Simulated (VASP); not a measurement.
Output of a VASP run:

**OSZICAR**
```
       N       E                     dE             d eps       ncg     rms          rms(c)
DAV:   1     0.254358541216E+02    0.25436E+02   -0.39490E+03  5320   0.298E+02
DAV:   2    -0.142794504197E+02   -0.39715E+02   -0.38495E+02  6480   0.101E+02
DAV:   3    -0.150318146344E+02   -0.75236E+00   -0.75089E+00  6560   0.112E+01
DAV:   4    -0.150327268294E+02   -0.91219E-03   -0.91218E-03  5928   0.423E-01
DAV:   5    -0.150327278875E+02   -0.10582E-05   -0.10582E-05  6552   0.133E-02    0.710E+00
DAV:   6    -0.135042863728E+02    0.15284E+01   -0.67004E+00  6536   0.737E+00    0.213E+00
DAV:   7    -0.134700716917E+02    0.34215E-01   -0.58319E-02  6576   0.106E+00    0.131E+00
DAV:   8    -0.134462612989E+02    0.23810E-01   -0.29512E-02  6552   0.853E-01    0.290E-01
DAV:   9    -0.134455804628E+02    0.68084E-03   -0.68413E-04  5856   0.108E-01    0.133E-01
DAV:  10    -0.134454440375E+02    0.13643E-03   -0.19410E-04  6496   0.670E-02    0.904E-03
DAV:  11    -0.134454430693E+02    0.96819E-06   -0.73419E-06  6264   0.951E-03    0.375E-03
DAV:  12    -0.134454429824E+02    0.86921E-07   -0.17925E-07  5752   0.194E-03
   1 F= -.13445443E+02 E0= -.13445443E+02  d E =-.266517E-11
 imaginary and real dielectric function
```

File OUTCAR:
```
------------------------ aborting loop because EDIFF is reached ----------------------------------------
  FORCE on cell =-STRESS in cart. coord.  units (eV):
  Direction    XX          YY          ZZ          XY          YZ          ZX
  --------------------------------------------------------------------------------------
  Total        0.0052668      0.0052668      0.0052668      0.0000000     -0.0000000      0.0000000
  in kB        0.4737616      0.4737616      0.4737616      0.0000000     -0.0000000      0.0000000
  external PRESSURE =       0.4737616 kB  Pullay stress =       0.0000000 kB
  volume of cell :       17.81
      direct lattice vectors                 reciprocal lattice vectors
     0.000000000  2.072797197  2.072797197    -0.241219932  0.241219932  0.241219932
     2.072797197  0.000000000  2.072797197     0.241219932 -0.241219932  0.241219932
     2.072797197  2.072797197  0.000000000     0.241219932  0.241219932 -0.241219932
  FREE ENERGIE OF THE ION-ELECTRON SYSTEM (eV)
  ---------------------------------------------------
  free  energy   TOTEN  =       -13.4454429824 eV

  energy  without entropy=      -13.4454429824  energy(sigma->0) =      -13.44544298

 plasma frequency squared (from intraband transitions) (eV^2)
  --------------------------------------------------------------------------------------
       0.000       0.000       0.000
       0.000       0.000       0.000
       0.000       0.000       0.000

 plasma frequency squared (from interband transitions, int dw w eps(2)(w)) (eV^2)
  --------------------------------------------------------------------------------------
     475.454       0.000      -0.000       0.000      -0.000      -0.000
      -0.000      -0.000     475.454       0.000      -0.000       0.000
      -0.000       0.000      -0.000      -0.000     475.454       0.000
```
(Selected blocks of OUTCAR.)

File POSCAR:
```
MgO
1
    0.0000000000     2.0727971973     2.0727971973
    2.0727971973     0.0000000000     2.0727971973
    2.0727971973     2.0727971973     0.0000000000
Mg O
1 1
Direct
  0.0000000000   0.0000000000   0.0000000000
  0.5000000000   0.5000000000   0.5000000000
```

### Question
Reconstruct the remaining input files.

### Answer
One answer among several that fit: the input of the run itself, LDA (Ceperley-Alder, Perdew-Zunger), plane waves, VASP's LDA PAW potentials (set 64).

**INCAR**
```
ALGO=Normal
CSHIFT=0.1
EDIFF=1E-7
ENCUT=520
ISMEAR=0
LASPH=.True.
LCHARG=.False.
LOPTICS=.True.
LREAL=.False.
LWAVE=.False.
NBANDS=24
NEDOS=1001
NELM=100
PREC=Accurate
SIGMA=0.01
SYSTEM=MgO
```

**KPOINTS**
```
Automatic mesh
0
Gamma
14 14 14
0 0 0
```

POTCAR, in this order: Mg O (LDA.64 set). Program: vasp_std.

The compound is MgO in the rock salt structure. It was relaxed first.
